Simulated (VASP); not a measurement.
Here is the system:

```
CELL_PARAMETERS angstrom
     -1.81568     1.81568     4.04434
      1.81568    -1.81568     4.04434
      1.81568     1.81568    -4.04434
ATOMIC_POSITIONS crystal
  Pt 0.50000 0.50000 0.00000
  Pt 0.75000 0.25000 0.50000
  Pt 0.25000 0.75000 0.50000
  Ga 0.00000 0.00000 0.00000
```

Calculation: PBE GGA, VASP's PBE PAW potentials (set 64) (plane waves; VASP 6.6.1). Numerical set-up: 300 eV cut-off, 7×7×7 Γ-centred mesh, Fermi-Dirac smearing of 0.10 eV, potentials Pt Ga_d.

At this cut-off the stress carries a Pulay error, which pulls relaxed volumes low. Unless said otherwise, spin-orbit coupling is left out, though it shifts the bands of the heavy elements here.

### Question
Estimate the energy per atom (σ→0), pressure, band gap (on the k-mesh) with the smallest direct gap where there is one.

### Answer

| Property | Value |
|---|---|
| band gap (on the k-mesh) | none (metal, semimetal or under 0.01 eV) |
| energy per atom (σ→0) | -507.8 kJ/mol of atoms |
| pressure | 478.1 kbar |

Total energies compare only between runs with the same potentials, cut-off and functional.

The structure was generated: GaPt3 was put into an ordered model structure, which need not be its known phase. The cell was not relaxed at this level. The k-mesh is coarse (spacing up to 0.35 per Å, 2π included), so the numbers may not be converged in it. The electron count is odd and the run is not spin-polarised, which forces a metal.
